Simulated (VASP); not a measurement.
# Transverse strain, stress and strain energy of zinc-blende BN under uniaxial [001] strain up to ±2 % with LDA

Under uniaxial loading along [001], cubic BN shows a stress that is almost exactly proportional to strain, while its sideways response visibly bends over the same range. We need to know which of these sets the limit of linear elasticity, because strained layers and hard mechanical parts are usually designed with constant moduli. We impose axial strains between −2 % and +2 % and let the cross-section adjust until the transverse stress vanishes. Strains and energies are measured from the crystal relaxed with LDA, with tension positive. The results describe a static lattice, without thermal softening. They give Young's modulus and Poisson's ratio along [001], and from these the cubic constants C11 and C12.

## How the numbers were made

The start is a typed prototype cell. The crystal was relaxed with LDA. Strain is imposed along [001]; the strain across the axis is adjusted until the stress across it vanishes, and the atoms are relaxed with LDA. VASP 6.6.1, plane waves with PAW, cutoff 600 eV, no spin polarisation, no spin-orbit coupling, k mesh 14×14×14, static lattice.

Notes on method and selection:

- Runs that did not converge, have known faults or may not be shown are not listed, and runs on Ansatz's PAW sets soft_1 and soft_2 are kept to separate tables.

Columns:

- strain (%): strain along the axis (tension positive).
- gap (eV): band gap on the k mesh at LDA.
- transverse strain (%): strain across the axis.
- stress (GPa): stress along the axis, tension positive.
- strain energy (meV/atom): energy per atom above the relaxed crystal.

Input lines of one member:

```
PREC = Accurate
ENCUT = 600
EDIFF = 1E-07
NELM = 120
ISMEAR = 0
SIGMA = 0.02
LREAL = .FALSE.
ALGO = Normal
GGA = CA
NBANDS = 10
LASPH = .TRUE.
LORBIT = 11
KPAR = 3
IBRION = 1
NSW = 25
```

Command (options for logging and memory left out): `mpirun -np 3 vasp_std`

## Results

| member | strain (%) | gap (eV) | transverse strain (%) | stress (GPa) | strain energy (meV/atom) |
| --- | --- | --- | --- | --- | --- |
| −2 % | −2.0 | 3.941 | 0.408 | −14.95 | 5.61 |
| −1.5 % | −1.5 | 4.049 | 0.302 | −11.24 | 3.20 |
| −1 % | −1.0 | ? | ? | ? | ? |
| −0.5 % | −0.5 | 4.266 | 0.099 | −3.77 | 0.39 |
| 0 % | 0.0 | 4.375 | 0.004 | −0.01 | 0.00 |
| +0.5 % | 0.5 | 4.316 | −0.090 | 3.74 | 0.29 |
| +1 % | 1.0 | 4.258 | −0.180 | 7.50 | 1.24 |
| +1.5 % | 1.5 | 4.201 | −0.267 | 11.26 | 2.87 |
| +2 % | 2.0 | 4.145 | −0.350 | 15.03 | 5.16 |

Cells marked ? are withheld until the estimate has been made.

Least-squares fits to the members shown, with x = strain (%); R² and errors in the fitted variable (y, or ln y where the fit is in ln y):

| y | members | fit | R² | rms residual | leave-one-out rms | the same for the mean of the others |
| --- | --- | --- | --- | --- | --- | --- |
| transverse strain (%) | 8 | y = 0.01449 − 0.1899 x | 1.00 | 0.0098 | 0.015 | 0.29 |
| stress (GPa) | 8 | y = 0.007883 + 7.497 x | 1.00 | 0.021 | 0.033 | 11 |

## Why the values move as they do

Between −0.5 % and +0.5 % the stress rises by 3.74 + 3.77 = 7.51 GPa for 1 % of strain, so Young's modulus along [001] is 7.51 / 0.01 = 751 GPa. The transverse strain falls by 0.099 + 0.090 = 0.189 % over the same interval, which gives a Poisson ratio ν of 0.189. With 1 − 0.189 = 0.811, 1 + 0.189 = 1.189 and 1 − 2 × 0.189 = 0.622, cubic elasticity then yields C11 = E(1 − ν)/[(1 + ν)(1 − 2ν)] = 751 × 0.811 / (1.189 × 0.622) = 824 GPa and C12 = C11 ν/(1 − ν) = 824 × 0.189 / 0.811 = 192 GPa. C44 does not enter this deformation.

The small Poisson ratio reflects stiff, directional bonds: a large sideways contraction would require bond angles to change, and these resist bending strongly.

At the ends the stress divided by strain is still 14.95 / 2.0 = 7.48 GPa per % in compression and 15.03 / 2.0 = 7.52 GPa per % in tension, within 1 % of the central slope. The transverse response departs sooner. Its slope has a magnitude of (0.408 − 0.302)/0.5 = 0.212 between −2 % and −1.5 %, but only (0.350 − 0.267)/0.5 = 0.166 between +1.5 % and +2 %. A likely reason is that stretched bonds lose stiffness against further stretching faster than against bending, which lowers Poisson's ratio in tension. A constant ratio is therefore adequate near zero strain but is off by 7 to 8 % at the ends.

The strain energy is nearly quadratic, with a small tilt: 5.61 meV/atom at −2 % against 5.16 at +2 %. The tilt is already present at ±0.5 % (0.39 against 0.29) and grows roughly in proportion to strain, whereas anharmonicity would make it grow as the cube. It thus points to a slight mismatch between the zero of stress and the minimum of energy, as an incomplete plane-wave basis can produce. We therefore take the moduli from the stresses.

## A prediction

Plain estimates from the members shown:

- −1 %, fit at x = −1.0: 0.204 %
- −1 %, straight-line interpolation between −1.5 % and −0.5 %: w = (−1.0 − (−1.5)) / (−0.5 − (−1.5)) = 0.500, so 0.302 + 0.500 × (0.099 − 0.302) = 0.201 %

The withheld transverse strain lies inside the series, so the task is to interpolate a smooth, slightly curved function. The straight-line fit is unsuitable because its rms residual of 0.0098 % comes mainly from that curvature. The chord between −1.5 % and −0.5 % is better, but the curve bends upward and so runs below its chords. The value should therefore be a little under 0.201 %.

We correct for this with the cubic through the two neighbours on each side. For equally spaced strains its value at the centre is [4 × (sum of the inner pair) − (sum of the outer pair)]/6. The inner pair gives 0.302 + 0.099 = 0.401 and the outer pair 0.408 + 0.004 = 0.412, so the estimate is (4 × 0.401 − 0.412)/6 = 0.1987 %.

The same formula can be tried on two shown members. At +1 % the inner pair gives −0.090 − 0.267 = −0.357 and the outer pair 0.004 − 0.350 = −0.346, hence (−4 × 0.357 + 0.346)/6 = −0.1803 %, against −0.180 % in the table. At +0.5 % the inner pair gives 0.004 − 0.180 = −0.176 and the outer pair 0.099 − 0.267 = −0.168, hence (−4 × 0.176 + 0.168)/6 = −0.0893 %, against −0.090 %. The misses are 0.0003 and 0.0007 %. With only two trials, we round the larger one up to 0.001 % and use it as the standard deviation.

No further shift is warranted: symmetry holds both atoms at their sites, so no internal displacement can set in between the neighbouring strains.

**Committed estimate, −1 %: transverse strain = 0.199 ± 0.001 %.**

## How the estimate fared

| member | strain (%) | gap (eV) | transverse strain (%) | stress (GPa) | strain energy (meV/atom) |
| --- | --- | --- | --- | --- | --- |
| −1 % | −1.0 | 4.158 | 0.199 | −7.51 | 1.46 |

| member | estimate | transverse strain (%) | computed | estimate − computed | miss in error bars |
| --- | --- | --- | --- | --- | --- |
| −1 % | committed | 0.199 | 0.199 | 0.000 | 0.0 |
| −1 % | fit | 0.204 | 0.199 | +0.005 |  |
| −1 % | interpolation | 0.201 | 0.199 | +0.002 |  |

The computed transverse strain at −1 % is 0.199 %, equal to our estimate and well inside its error bar of 0.001 %. The straight-line fit was too high by 0.005 % and the interpolation by 0.002 %. The argument from curvature held: the response runs below its chord by about the amount that the outer neighbours implied. The fit failed because it assigns one Poisson ratio to both compression and tension.

This supports a smooth anharmonic response, but it does not test our suggestion that bond stretching softens faster than bond bending.

The new row also bears on the strain energy. Compression by 1 % costs 1.46 − 1.24 = 0.22 meV/atom more than tension by 1 %, between the differences of 0.39 − 0.29 = 0.10 at ±0.5 % and 5.61 − 5.16 = 0.45 at ±2 %. This near-proportionality to strain again fits a small offset between zero stress and minimum energy.

## Outliers

Least-squares fits to the whole series, with x = strain (%); R² and errors in the fitted variable (y, or ln y where the fit is in ln y):

| y | members | fit | R² | rms residual | leave-one-out rms | the same for the mean of the others |
| --- | --- | --- | --- | --- | --- | --- |
| transverse strain (%) | 9 | y = 0.01389 − 0.1895 x | 1.00 | 0.0094 | 0.013 | 0.28 |
| stress (GPa) | 9 | y = 0.005556 + 7.498 x | 1.00 | 0.021 | 0.031 | 11 |

Largest departures from the fit to the whole series:

| member | transverse strain (%) | fit | computed − fit | in rms residuals |
| --- | --- | --- | --- | --- |
| +2 % | −0.350 | −0.365 | +0.015 | 1.6 |
| −2 % | 0.408 | 0.393 | +0.015 | 1.6 |
| 0 % | 0.004 | 0.014 | −0.010 | 1.1 |
| −0.5 % | 0.099 | 0.109 | −0.010 | 1.0 |

No single member stands out; the departures form a pattern. Both ends, −2 % and +2 %, lie 0.015 % above the line, while 0 % and −0.5 % lie 0.010 % below it. A straight line drawn through an upward-bending curve leaves exactly these signs, so the cause is the change of Poisson's ratio with strain.

The unstrained member has a small numerical flaw as well. Its transverse strain should be zero by definition but is 0.004 %, a trace of residual stress left by the relaxation. This raises the computed value, so it cannot explain why the member lies below the line.

## Conclusions and limits

Within ±2 %, a constant Young's modulus of 751 GPa reproduces the stress to within 1 %. A constant Poisson ratio of 0.189 misses the transverse strain by 7 to 8 % at the ends, so it is the sideways response that sets the limit of linear elasticity here. The four-neighbour formula reproduces each of the five members from −1 % to +1 % to about 0.001 %.

For devices, the gap narrows under either sign of load, because the strain splits both the conduction-band minima and the valence-band top, and the gap runs from the highest valence level to the lowest conduction minimum. Averaged to the ends of the series, the loss is (4.375 − 3.941) / 14.95 = 0.029 eV per GPa in compression and (4.375 − 4.145) / 15.03 = 0.015 eV per GPa in tension.

Two limits of the model apply to the absolute values. Lattice vibrations, absent here, lower the modulus by roughly a few per cent, and LDA places the gap too low by roughly 2 eV.

[Logs are printed without paths, hosts, clocks, repeated set-up lines and the standing remarks that a program may print on its own settings, such as how far it seeks lower states.]
